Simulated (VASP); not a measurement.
```
LiF
1.0
    0.00000     1.95787     1.95787
    1.95787     0.00000     1.95787
    1.95787     1.95787     0.00000
Li F
1 1
Direct
  0.00000   0.00000   0.00000
  0.50000   0.50000   0.50000
```

Computed with TPSS meta-GGA, VASP's PBE PAW potentials (set 64) (plane waves; VASP). Run with 520 eV cut-off, 11×11×11 Γ-centred mesh, Gaussian smearing of 0.050 eV, potentials Li_sv F.

Question: Predict the energy per atom (σ→0), pressure, band gap (on the k-mesh) with the smallest direct gap where there is one.

Answer: 
```yaml
band gap (on the k-mesh): 10.07 eV
smallest direct gap (on the k-mesh): 10.07 eV
energy per atom (σ→0): -628.8 kJ/mol of atoms
pressure: 56.5 kbar
```

The compound is LiF in the rock salt structure. This cell is one point of a volume scan, at 0.94 of the reference volume.
